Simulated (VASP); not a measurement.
Given:

```xyz
2
Lattice="4.0941 -2.2617 -0.0157 4.0941 2.2617 -0.0157 2.8590 0.0000 3.7018" Properties=species:S:1:pos:R:3 pbc="T T T"
Bi     2.6141     0.0000     0.8685
Bi     8.4331     0.0000     2.8019
```

All values below come from PBEsol GGA, VASP's PBE PAW potentials (set 64) (plane waves; VASP). Settings: 400 eV cut-off, 9×9×9 Γ-centred mesh, first-order Methfessel-Paxton smearing of 0.10 eV, potentials Bi_d.

Unless said otherwise, spin-orbit coupling is left out, though it shifts the bands of the heavy elements here.

**Question.** Estimate the energy per atom (σ→0), band gap (on the k-mesh) with the smallest direct gap where there is one.

**Answer.** 
```yaml
band gap (on the k-mesh): none (metal, semimetal or under 0.01 eV)
energy per atom (σ→0): -4.307 eV/atom
```

The absolute energy has meaning only against runs of the same code, potentials and settings.

The compound is Bi in the a7 structure. It was relaxed first. The start is the result of an earlier pass.
